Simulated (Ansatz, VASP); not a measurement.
# Cross-check of BAs between VASP and Ansatz, part 3 of 3

One calculation is typed for both programs; each brings its own data sets. How far apart do they land? The cell is taken from a series of runs on this material, whose earlier steps may have relaxed, scaled, displaced or heated it; both programs get it as it stands.

VASP 6.6.1 and Ansatz 0.2.0.

So far: VASP: zone-centre phonons, LDA, pair 1; Ansatz: zone-centre phonons, LDA, pair 1; Side by side; VASP: zone-centre phonons, LDA, pair 2; Ansatz: zone-centre phonons, LDA, pair 2; Ansatz: zone-centre phonons, LDA, pair 3.

## (9) VASP: zone-centre phonons, LDA, pair 3

Level of this step: LDA; plane waves and PAW (B, As) (VASP).

The same cell, functional (in two slightly different forms) and mesh now go to VASP, with its own data sets.

Input file INCAR:

```
SYSTEM = BAs
PREC = Accurate
ENCUT = 500
EDIFF = 1E-08
NELM = 120
ISMEAR = 0
SIGMA = 0.01
LREAL = .FALSE.
ALGO = Normal
GGA = CA
NBANDS = 10
LORBIT = 11
LWAVE = .FALSE.
LCHARG = .FALSE.
ISIF = 2
IBRION = 8
LEPSILON = .TRUE.
LASPH = .TRUE.
GGA_COMPAT = .FALSE.
EFERMI = MIDGAP
KPAR = 2
```

Input file POSCAR:

```
BAs
1.0
    0.0000000000      2.3579184192      2.3579184192
    2.3579184192      0.0000000000      2.3579184192
    2.3579184192      2.3579184192      0.0000000000
B As
1 1
Direct
    0.0000000000      0.0000000000      0.0000000000
    0.7500000000      0.7500000000      0.7500000000
```

Input file KPOINTS:

```
Automatic mesh
0
Gamma
12 12 12
0 0 0
```

The projector-augmented-wave data sets are B and As (LDA family, release 64).

Started as:

```bash
mpirun -np 2 vasp_std
```

Numbers of over 12 decimals in the logs are rounded to 6 here.

The program printed:

```text
[... set-up lines as in an earlier step ...]
 entering main loop
       N       E                     dE             d eps       ncg     rms          rms(c)
DAV:   1     0.111370047672E+02    0.11137E+02   -0.37413E+03  1448   0.687E+02
DAV:   2    -0.130750609324E+02   -0.24212E+02   -0.23297E+02  2024   0.107E+02
DAV:   3    -0.137284851987E+02   -0.65342E+00   -0.65234E+00  1726   0.179E+01
DAV:   4    -0.137302690696E+02   -0.17839E-02   -0.17838E-02  1742   0.103E+00
[...]
DAV:  11    -0.129229564276E+02   -0.14320E-05   -0.17197E-06  1768   0.945E-03    0.135E-02
DAV:  12    -0.129229562619E+02    0.16568E-06   -0.79737E-07  1594   0.399E-03    0.301E-03
DAV:  13    -0.129229562641E+02   -0.22565E-08   -0.29674E-08  1660   0.126E-03
   1 F= -.12922956E+02 E0= -.12922956E+02  d E =0.000000E+00
 Linear response reoptimize wavefunctions to high precision
DAV:   1    -0.129229562633E+02    0.80490E-09   -0.58149E-09  1600   0.354E-04
DAV:   2    -0.129229562633E+02   -0.25011E-11   -0.12485E-10   910   0.945E-05
 Linear response G [H, r] |phi>, progress :
  Direction:   1
[...]
RMM:  10    -0.416168096920E-01    0.11598E-08    0.15902E-08  9175   0.204E-05    0.436E-07
 first order change of Fermi-energy   0.24113E+01
 force on displaced ion       1 direction 1 : -17.627  -0.000  -0.000
 Born effective charge ion    1 direction 1 :  -0.613   0.000   0.000
 Linear response progress:
  Degree of freedom:   2/  2
       N       E                     dE             d eps       ncg     rms          rms(c)
RMM:   1    -0.400479424380E-01   -0.40048E-01    0.27971E-02 13397   0.115E+00
RMM:   2    -0.377379867267E-01    0.23100E-02   -0.14722E-03  8934   0.215E-01    0.982E-02
RMM:   3    -0.375852781354E-01    0.15271E-03   -0.12758E-04  9534   0.266E-02    0.575E-02
RMM:   4    -0.376211993747E-01   -0.35921E-04   -0.11312E-04  9363   0.298E-02    0.317E-03
[...]
RMM:   8    -0.376018042423E-01    0.31614E-07    0.12119E-07  9980   0.322E-05    0.133E-05
RMM:   9    -0.376018447901E-01   -0.40548E-07    0.46960E-08 10004   0.217E-05    0.594E-07
RMM:  10    -0.376018477761E-01   -0.29859E-08    0.63019E-08  7578   0.179E-05    0.260E-07
 first order change of Fermi-energy  -0.24110E+01
 force on displaced ion       2 direction 1 : -17.626  -0.000  -0.000
 Born effective charge ion    2 direction 1 :   0.608   0.000   0.000
 Born effective charges drift removed
 Linear response finished
```

From OUTCAR (step 9):

```text
  Total        0.4200414      0.4200414      0.4200414     -0.0000000      0.0000000     -0.0000000
  in kB       25.6676668     25.6676668     25.6676668     -0.0000000      0.0000000     -0.0000000
  external PRESSURE =      25.6676668 kB  Pullay stress =       0.0000000 kB

 POSITION                                       TOTAL-FORCE (eV/Angst)
 -----------------------------------------------------------------------------------
      0.00000      0.00000      0.00000        -0.000000     -0.000000     -0.000000
      3.53688      3.53688      3.53688         0.000000      0.000000      0.000000
 -----------------------------------------------------------------------------------
    total drift:                               -0.000000     -0.000000     -0.000000

 MACROSCOPIC STATIC DIELECTRIC TENSOR (including local field effects in DFT)
 ------------------------------------------------------
           9.612234    -0.000000     0.000000
          -0.000000     9.612234    -0.000000
           0.000000    -0.000000     9.612234
 ------------------------------------------------------

 MACROSCOPIC STATIC DIELECTRIC TENSOR IONIC CONTRIBUTION
 ------------------------------------------------------
           0.144922     0.000000    -0.000000
           0.000000     0.144922    -0.000000
          -0.000000    -0.000000     0.144922
 ------------------------------------------------------

[... 1 part as in an earlier step ...]

[... 1 further part left out ...]
```

## (10) Side by side

What differs besides the data sets and the points named for the pairs above, as far as they apply: the data sets hold 18 valence electrons in Ansatz (on its PAW soft_1 files) and 8 in VASP. Total energies have different zeros and are not compared.

The two programs side by side:

```
                                     quantity  Ansatz   VASP  difference
                                        ε∞ xx    9.62   9.61     +0.10 %
                                        ε∞ yy    9.62   9.61     +0.10 %
                                        ε∞ zz    9.62   9.61     +0.10 %
 Born charge of B1 (mean of the diagonal) (e)   -0.57  -0.61       +0.04
Born charge of As2 (mean of the diagonal) (e)    0.57   0.61       -0.04
                   optical mode 1 to 3 (cm⁻¹)   707.1  712.3     -0.73 %
```

Modes are paired by rising frequency, not by their patterns, so a pair may set unlike modes beside each other; they are those without the splitting of longitudinal modes.

## (11) What came out

```json
{
  "r.m.s. difference of the optical zone-centre modes, each program's sorted by frequency (zone-centre phonons, LDA, pair 1)": "5.5 cm⁻¹",
  "difference in optical mode 1 to 3 (zone-centre phonons, LDA, pair 1)": "-0.7 %",
  "r.m.s. difference of the optical zone-centre modes, each program's sorted by frequency (zone-centre phonons, LDA, pair 2)": "5.3 cm⁻¹",
  "difference in optical mode 1 to 3 (zone-centre phonons, LDA, pair 2)": "-0.7 %",
  "r.m.s. difference of the optical zone-centre modes, each program's sorted by frequency (zone-centre phonons, LDA, pair 3)": "5.2 cm⁻¹",
  "difference in optical mode 1 to 3 (zone-centre phonons, LDA, pair 3)": "-0.7 %"
}
```

What this shows: The r.m.s. difference of the optical zone-centre modes, each program's sorted by frequency is 5.5 cm⁻¹ (zone-centre phonons, LDA, pair 1). The data sets hold unlike numbers of valence electrons (18 in Ansatz and 8 in VASP), so part of the differences comes from the potentials. Among the rows given in per cent, the largest difference of the zone-centre phonons, LDA, pair 1 pair is in optical mode 1 to 3, -0.7 %. Among the rows given in per cent, the largest difference of the zone-centre phonons, LDA, pair 2 pair is in optical mode 1 to 3, -0.7 %. Among the rows given in per cent, the largest difference of the zone-centre phonons, LDA, pair 3 pair is in optical mode 1 to 3, -0.7 %. Such differences can come from data sets, numerical settings and the points named under the comparisons, not from the functional's error against experiment.

[Lines on the potential files, build, host, timing and source positions are cut from VASP's logs without a mark.]

[Logs are printed without paths, hosts, clocks, repeated set-up lines and the standing remarks that a program may print on its own settings, such as how far it seeks lower states.]

[Hosts, paths, dates, database ids (printed as entryN), source tags and the programs' standing remarks are cut or masked in the printed files.]
